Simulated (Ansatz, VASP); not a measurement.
# Sr4Li8Al14Si10O49: VASP beside Ansatz

Wanted: the spread between two codes on one cell, functional and k mesh. Of the first pair: The structure shown is frame 67 of Ansatz's trajectory.

Method: plane waves, with VASP 6.6.1 beside it; single point at revPBE, in Ansatz 0.2.0.

## 1. Set-up

The cell holds 85 atoms: 10 Si, 14 Al, 8 Li, 4 Sr and 49 O. Cell: a = 10.327 Å, b = 10.327 Å, c = 10.327 Å, α = 90.0°, β = 90.0°, γ = 90.0°. As first built, before any earlier steps moved the atoms (in the runner's words): 85 atoms (10 Si, 14 Al, 8 Li, 4 Sr, 49 O) placed at random at 2.79 g/cm^3, melted at 4000 K for 10 ps at fixed volume with the Morse and Coulomb pair potential with partial charges (Pedone, Malavasi, Menziani, Cormack and Segre, J. Phys. Chem. B 110, 11780 (2006)). Quenched from 4000 K to 300 K at 6 K/ps and fixed volume, held 5 ps, then minimised at fixed cell.

## 2. Ansatz: dynamics, revPBE

Ansatz runs on its default PAW (the set named soft_2) files.

One frame of this run of dynamics is then solved in both programs, so the motion causes no difference.

input.yaml reads:

```yaml
crystal:
  lattice:
    - [10.3272, 0.0, 0.0]
    - [0.0, 10.3272, 0.0]
    - [0.0, 0.0, 10.3272]
  atoms:
    - { symbol: Si, position: [0.70736, 0.32857, 0.29268] }
    - { symbol: Si, position: [0.90665, 0.5392, 0.92761] }
    - { symbol: Si, position: [0.26176, 0.30095, 0.81847] }
    - { symbol: Si, position: [0.15031, 0.505, 0.13473] }
    - { symbol: Si, position: [0.26665, 0.71498, 0.96072] }
    - { symbol: Si, position: [0.22297, 0.25417, 0.45618] }
    - { symbol: Si, position: [0.75692, 0.9853, 0.85426] }
    - { symbol: Si, position: [0.83062, 0.67546, 0.43824] }
    - { symbol: Si, position: [0.92132, 0.92191, 0.59856] }
    - { symbol: Si, position: [0.54779, 0.99168, 0.46458] }
    - { symbol: Al, position: [0.3095, 0.56739, 0.68503] }
    - { symbol: Al, position: [0.19667, 0.80628, 0.58042] }
    - { symbol: Al, position: [0.84344, 0.08849, 0.38228] }
    - { symbol: Al, position: [0.46092, 0.43346, 0.35522] }
    - { symbol: Al, position: [0.73826, 0.2764, 0.95846] }
    - { symbol: Al, position: [0.50815, 0.0993, 0.20357] }
    - { symbol: Al, position: [0.55424, 0.8374, 0.02802] }
    - { symbol: Al, position: [0.73316, 0.61796, 0.15652] }
    - { symbol: Al, position: [0.92625, 0.07817, 0.09257] }
    - { symbol: Al, position: [0.44186, 0.32805, 0.05709] }
    - { symbol: Al, position: [0.10694, 0.54116, 0.44675] }
    - { symbol: Al, position: [0.53603, 0.67234, 0.5089] }
    - { symbol: Al, position: [0.35467, 0.05802, 0.66259] }
    - { symbol: Al, position: [0.21012, 0.19458, 0.16322] }
    - { symbol: Li, position: [0.04078, 0.75666, 0.81649] }
    - { symbol: Li, position: [0.01765, 0.30399, 0.99115] }
    - { symbol: Li, position: [0.36535, 0.77183, 0.3633] }
    - { symbol: Li, position: [0.43698, 0.6116, 0.1766] }
    - { symbol: Li, position: [0.72814, 0.89577, 0.23751] }
    - { symbol: Li, position: [0.45862, 0.79276, 0.76883] }
    - { symbol: Li, position: [0.2603, 0.01557, 0.39133] }
    - { symbol: Li, position: [0.01478, 0.30739, 0.31064] }
    - { symbol: Sr, position: [0.561, 0.3025, 0.69091] }
    - { symbol: Sr, position: [0.94375, 0.38454, 0.65702] }
    - { symbol: Sr, position: [0.12384, 0.016, 0.85625] }
    - { symbol: Sr, position: [0.04632, 0.81482, 0.21831] }
    - { symbol: O, position: [0.6962, 0.63672, 0.49571] }
    - { symbol: O, position: [0.19936, 0.62794, 0.5645] }
    - { symbol: O, position: [0.4445, 0.59782, 0.38618] }
    - { symbol: O, position: [0.50882, 0.06703, 0.59579] }
    - { symbol: O, position: [0.31142, 0.89682, 0.67126] }
    - { symbol: O, position: [0.03056, 0.50885, 0.02853] }
    - { symbol: O, position: [0.72498, 0.13976, 0.84595] }
    - { symbol: O, position: [0.09505, 0.10733, 0.07895] }
    - { symbol: O, position: [0.15838, 0.3548, 0.16099] }
    - { symbol: O, position: [0.87208, 0.9808, 0.96416] }
    - { symbol: O, position: [0.17709, 0.17344, 0.32862] }
    - { symbol: O, position: [0.33354, 0.15983, 0.79573] }
    - { symbol: O, position: [0.12176, 0.56575, 0.27847] }
    - { symbol: O, position: [0.5222, 0.83946, 0.47685] }
    - { symbol: O, position: [0.46107, 0.62765, 0.65044] }
    - { symbol: O, position: [0.83083, 0.40509, 0.88875] }
    - { symbol: O, position: [0.62258, 0.22011, 0.21957] }
    - { symbol: O, position: [0.3974, 0.79685, 0.97207] }
    - { symbol: O, position: [0.69021, 0.02335, 0.41736] }
    - { symbol: O, position: [0.0573, 0.87068, 0.65852] }
    - { symbol: O, position: [0.81863, 0.62841, 0.01339] }
    - { symbol: O, position: [0.11494, 0.36798, 0.47773] }
    - { symbol: O, position: [0.1419, 0.80419, 0.97805] }
    - { symbol: O, position: [0.89284, 0.01091, 0.24115] }
    - { symbol: O, position: [0.63939, 0.89326, 0.89007] }
    - { symbol: O, position: [0.24821, 0.14293, 0.55998] }
    - { symbol: O, position: [0.94287, 0.57356, 0.46897] }
    - { symbol: O, position: [0.57435, 0.96633, 0.13371] }
    - { symbol: O, position: [0.61092, 0.37201, 0.41161] }
    - { symbol: O, position: [0.57914, 0.32176, 0.96518] }
    - { symbol: O, position: [0.19932, 0.84368, 0.41898] }
    - { symbol: O, position: [0.81666, 0.70341, 0.28312] }
    - { symbol: O, position: [0.8249, 0.94274, 0.7185] }
    - { symbol: O, position: [0.44895, 0.04399, 0.3542] }
    - { symbol: O, position: [0.26134, 0.64624, 0.82403] }
    - { symbol: O, position: [0.85512, 0.22428, 0.06657] }
    - { symbol: O, position: [0.30731, 0.40034, 0.70665] }
    - { symbol: O, position: [0.37486, 0.17436, 0.12685] }
    - { symbol: O, position: [0.3148, 0.3571, 0.94934] }
    - { symbol: O, position: [0.7361, 0.45724, 0.21269] }
    - { symbol: O, position: [0.87767, 0.81204, 0.49959] }
    - { symbol: O, position: [0.59411, 0.70388, 0.12586] }
    - { symbol: O, position: [0.93411, 0.05444, 0.52019] }
    - { symbol: O, position: [0.44506, 0.42385, 0.19011] }
    - { symbol: O, position: [0.25649, 0.60745, 0.07791] }
    - { symbol: O, position: [0.34904, 0.3347, 0.42521] }
    - { symbol: O, position: [0.83384, 0.2569, 0.35357] }
    - { symbol: O, position: [0.95915, 0.59375, 0.79736] }
    - { symbol: O, position: [0.11062, 0.27568, 0.82052] }
kpoints:
  mp_grid: { grid: [1, 1, 1] }
hamiltonian:
  xc: revpbe
scf:
  occupations: { method: fermi_dirac, width: 0.025 }
output:
  forces: true
  stress: true
md:
  timestep: 1.0
  n_steps: 200
  ensemble: nvt_langevin
  temperature: 300
  initial_velocities: maxwell_boltzmann
  seed: 6726
```

Started as:

```bash
ansatz run input.yaml --threads 4 --pin off --max-ram 8192MiB --backend cpu --events-out ev --progress --plain --runs-dir out
```

Numbers of over 12 decimals in the logs are rounded to 6 here.

Output:

```text
Warning: md: disabling space-group detection — thermal motion breaks the input geometry's symmetry, so no spatial operation reduces the k-mesh or symmetrises the density; time reversal is kept, so that k and −k are solved as one point where they differ and the mesh holds both, and exact exchange and, on two spinor components, a DFT+U term hold to it where the run has them: on two components no moment then forms, and  [...]
Warning: output.stress: scf.convergence.dr2_threshold = 8.5e-8 eV (the default of an md: trajectory) is looser than the 8.5e-9 eV advised for a printed stress (1e-10 eV for each atom of the cell: 85). What an SCF threshold leaves in a stress goes as its square root, and in the free energy as the threshold itself, and one threshold admits the most on a small cell: [figures from the program's tests cut] Set scf.converg [...]
Engine: ansatz 0.2.0, aarch64-unknown-linux-gnu
Pseudopotentials: kind: paw
Pseudopotential: Si, paw, valence charge 4, recommended cutoff 420 eV (normal), Si.paw.azcp
Pseudopotential: Al, paw, valence charge 3, recommended cutoff 420 eV (normal), Al.paw.azcp
Pseudopotential: Li, paw, valence charge 3, recommended cutoff 420 eV (normal), Li.paw.azcp
Pseudopotential: Sr, paw, valence charge 10, recommended cutoff 420 eV (normal), Sr.paw.azcp
Pseudopotential: O, paw, valence charge 6, recommended cutoff 420 eV (normal), O.paw.azcp
Functional definition: revPBE
  parameter kappa = 1.245
  parameter beta = 0.066725
  exchange = pbe_x(kappa = kappa, mu = beta*pi^2/3)
  correlation = pbe_c(beta = beta)
Crystal: 85 atoms, lattice volume = 1101.407 Å³
Basis set: ecut = 420 eV, 21559 PW (Γ), exchange–correlation on 144×144×144 points (8 copies of the dense FFT grid, shifted against one another)
Bands: 305, of which v1, the nominal top of the filled ones, is band 220 counted from 1 (219 counted from 0)
Symmetry: 1 space group operations
k-points: 1
Non-local potential: Si, projectors of the file, l = 0: 2, l = 1: 2, l = 2: 2
Non-local potential: Al, projectors of the file, l = 0: 2, l = 1: 2, l = 2: 1
Non-local potential: Li, projectors of the file, l = 0: 3, l = 1: 2, l = 2: 1
Non-local potential: Sr, projectors of the file, l = 0: 3, l = 1: 2, l = 2: 2
Non-local potential: O, projectors of the file, l = 0: 2, l = 1: 2, l = 2: 1
PAW form: soft (Blöchl's): semilocal exchange-correlation on the pseudo side does not see the compensation charge
PAW frozen core: Si, regenerated for the run's functional, and the local potential with it (the file was generated under x = pbe(κ = 0.804, μ = 0.219515), c = pbe(β = 0.066725))
PAW frozen core: Al, regenerated for the run's functional, and the local potential with it (the file was generated under x = pbe(κ = 0.804, μ = 0.219515), c = pbe(β = 0.066725))
PAW frozen core: Sr, regenerated for the run's functional, and the local potential with it (the file was generated under x = pbe(κ = 0.804, μ = 0.219515), c = pbe(β = 0.066725))
PAW frozen core: O, regenerated for the run's functional, and the local potential with it (the file was generated under x = pbe(κ = 0.804, μ = 0.219515), c = pbe(β = 0.066725))
PAW one-centre angular grid: Si, 110 points (default); XC on 64 Gauss nodes
PAW one-centre angular grid: Al, 110 points (default); XC on 64 Gauss nodes
PAW one-centre angular grid: Li, 110 points (default); XC on 64 Gauss nodes
PAW one-centre angular grid: Sr, 110 points (default); XC on 64 Gauss nodes
PAW one-centre angular grid: O, 110 points (default); XC on 64 Gauss nodes
Initial density: superposition of atomic densities (neutral atoms: chi_scale 0, normalization atom), corrected by the library's trained network
Initial wavefunctions: pseudopotential atomic-orbital guess
Functional: x = revpbe(κ = 1.245, μ = 0.219515), c = pbe(β = 0.066725)
SCF iter   1: F=—  HF=-57748.633160 eV  |F-HF|=—  |Δ(HF+E_count)|=         —  Δρ=3.77e-3  dr2=2.00e-1  ethr=1.77e-3  ⟨swp⟩=7.0  Hψ=1561  notcnv=0  defer=64
[...]
automatic band count: iteration 1 solves 255 bands in place of 305: the levels show a gap, and the empty bands left out lie too high to hold charge; the band table lists the bands solved (type scf.n_extra_bands for more)
md step   195: t =   195.00 fs  T =   258.8 K  F+E_penalty+E_count = -57749.05781636 eV  E_kin = 2.843139 eV  P_inst = 2.7695 GPa  (6 SCF iters)
[...]
md step   196: t =   196.00 fs  T =   249.5 K  F+E_penalty+E_count = -57749.01404382 eV  E_kin = 2.741378 eV  P_inst = 2.7289 GPa  (6 SCF iters)
[...]
md step   197: t =   197.00 fs  T =   257.0 K  F+E_penalty+E_count = -57748.99446978 eV  E_kin = 2.823458 eV  P_inst = 2.6973 GPa  (6 SCF iters)
[...]
md step   198: t =   198.00 fs  T =   251.7 K  F+E_penalty+E_count = -57748.99990375 eV  E_kin = 2.764904 eV  P_inst = 2.6403 GPa  (6 SCF iters)
[...]
md step   199: t =   199.00 fs  T =   252.1 K  F+E_penalty+E_count = -57749.02591853 eV  E_kin = 2.769460 eV  P_inst = 2.5851 GPa  (6 SCF iters)
[...]
md step   200: t =   200.00 fs  T =   257.5 K  F+E_penalty+E_count = -57749.07784047 eV  E_kin = 2.828906 eV  P_inst = 2.5304 GPa  (8 SCF iters)
SCF converged after 8 iterations
Free energy (F): -57749.077840 eV
Harris-Foulkes:  -57749.077840 eV  (|F-HF|=1.64e-9)
Internal energy: -57749.077840 eV  (E = F + TS)
E sigma→0 (E₀):  -57749.077840 eV
Fermi energy:    5.824459 eV
--- Per-component energies (eV) ---
  E_band       = -2186.615115
  E_kinetic    = 10691.332765
  E_local      = -27351.459583  (includes V_loc(G=0)·N_el)
  E_nonlocal   = 3226.978610
  E_hartree    = 9833.984554
  E_xc         = -5577.625894
  E_vxc        = -6323.222760  (∫ρ·V_xc dr)
  E_paw        = -30512.239905  (= ΣΔE_a)
  E_vpaw       = -2098.334551  (= ΣTr[D̂ρ^β])
  E_aug_tail   = 0.122472  (compensation charges beyond the density's cutoff)
  E_ewald      = -18058.830004
  E_core_change = -1.340857  (= ΣΔE_core)
  E_smearing   = -0.000000  (= −TS)
  E_closure    = 0.000000  (closes the sum)
  Σ components = -57749.077840   (vs F -57749.077840, Δ=0.00e0)
--- Forces (eV/Å), atoms counted from 1 ---
  atom   1  Si    -1.94060678     0.34910180     0.37616819
  atom   2  Si     0.75238637    -0.32436508    -0.58156360
  atom   3  Si     0.38730704     1.41903509    -1.46402748
  atom   4  Si    -1.29052537     0.84646286     0.78152768
  atom   5  Si    -0.64691862    -1.14421380     0.57096639
  atom   6  Si     0.60297587    -1.90442732    -1.33692159
  atom   7  Si     2.19557373    -0.50999042    -0.57962658
  atom   8  Si    -0.83413322    -0.21797832     1.94370540
  atom   9  Si     1.53188426    -1.41309172     0.82219691
  atom  10  Si    -0.05368389    -1.65077426    -0.16092554
  atom  11  Al     0.12507507     1.04157703     0.25925849
  atom  12  Al    -0.70644728    -0.01170908    -0.71488425
  atom  13  Al    -0.46170186     0.28570648    -0.24812560
  atom  14  Al     0.57896367    -0.67893232    -0.58686531
  atom  15  Al     1.23519139     0.22509376     0.19320371
  atom  16  Al    -1.45808693     1.82710258     0.27226785
  atom  17  Al     0.26129683    -0.13379355    -1.15254436
  atom  18  Al    -0.02706797     0.43454492    -0.38689299
  atom  19  Al    -0.37799611     0.60660604    -0.02643885
  atom  20  Al     0.91771211    -0.32606116     0.77774922
  atom  21  Al    -0.75826255    -0.39684741    -0.30857697
  atom  22  Al     2.24373693     0.10800128     0.00498883
  atom  23  Al    -0.41159218     0.78563619     0.61766891
  atom  24  Al     0.48213038    -0.46193657     0.59449415
[...]
atom  78  O      0.59127113     0.14369634     0.48697508
  atom  79  O     -0.03219376    -0.67862207     0.46200348
  atom  80  O     -1.22646816     0.98589430     1.56877945
  atom  81  O     -0.29176526     1.47583360    -0.38271277
  atom  82  O      0.45179223     0.35600341    -0.10350308
  atom  83  O      0.74659347    -0.90281740     0.10527385
  atom  84  O     -0.03559735    -0.63880308     0.16695498
  atom  85  O     -0.26408227    -0.44791121     0.17660761
  max |Σ_I F_I| component: 1.03e-4 eV/Å
--- Stress (GPa, compression-positive) ---
        3.475168      -1.488891      -1.449240
       -1.488894       2.153600      -0.212700
       -1.449238      -0.212698       1.139287
  P = ⅓ Tr σ = 2.2560 GPa (22.560 kbar)
--- MD trajectory: 200 steps, t = 0.0 → 200.0 fs ---
  final state: T = 257.5 K   F+E_penalty+E_count = -57749.07784047 eV   E_kin = 2.828906 eV
```

The column dr2 measures how far the density is from self-consistency, as an energy; F and HF (Harris–Foulkes) agree once it is small.

[end of part 1 of 4]

[Lines on the potential files, build, host, timing and source positions are cut from VASP's logs without a mark.]

[Logs are printed without paths, hosts, clocks, repeated set-up lines and the standing remarks that a program may print on its own settings, such as how far it seeks lower states.]

[Hosts, paths, dates, database ids (printed as entryN), source tags and the programs' standing remarks are cut or masked in the printed files.]
